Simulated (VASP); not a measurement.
Write the native input for VASP 6.6.1 that does the following.

```yaml
Task: single point
Functional: LDA
Potentials_or_basis: VASP PAW LDA potentials, release 64 (Si)
Cutoff: 520 eV
k_mesh: 10 × 10 × 10
Occupations: gaussian, width 0.05 eV
Spin: no spin polarisation
Dipole_correction: no
Further_INCAR_settings: ALGO = Normal; EDIFF = 1e-07; NBANDS = 11
```

The structure of Si lies in POSCAR:

```
Si
1.0
    0.0000000000      2.7154700000      2.7154700000
    2.7154700000      0.0000000000      2.7154700000
    2.7154700000      2.7154700000      0.0000000000
Si
2
Direct
    0.5000000000      0.5000000000      0.5000000000
    0.7500000000      0.7500000000      0.7500000000
```

These files were run (other wordings do the same):

INCAR

```
ALGO = Normal
EDIFF = 1E-7
ENCUT = 520
ISIF = 2
ISMEAR = 0
LASPH = T
LCHARG = T
LELF = T
LREAL = F
LVHAR = T
LWAVE = F
NBANDS = 11
NELM = 60
PREC = Accurate
SIGMA = 0.05
```

KPOINTS

```
k-points
0
Gamma
  10 10 10
```

Potentials or basis: VASP PAW LDA potentials, release 64 (Si).

Run with:

```bash
$ cat potpaw_LDA.64/Si/POTCAR > POTCAR
$ mpirun -np 1 vasp_std > vasp.out
```

Results of the run:

The pressure is -1.5 GPa and the band gap on the k mesh is 0.48 eV, indirect (least direct gap 2.52 eV).

Wall time 15 s on 1 thread of AMD EPYC 9R14 (Zen 4), with other jobs on the host, peak memory 0.11 GiB.
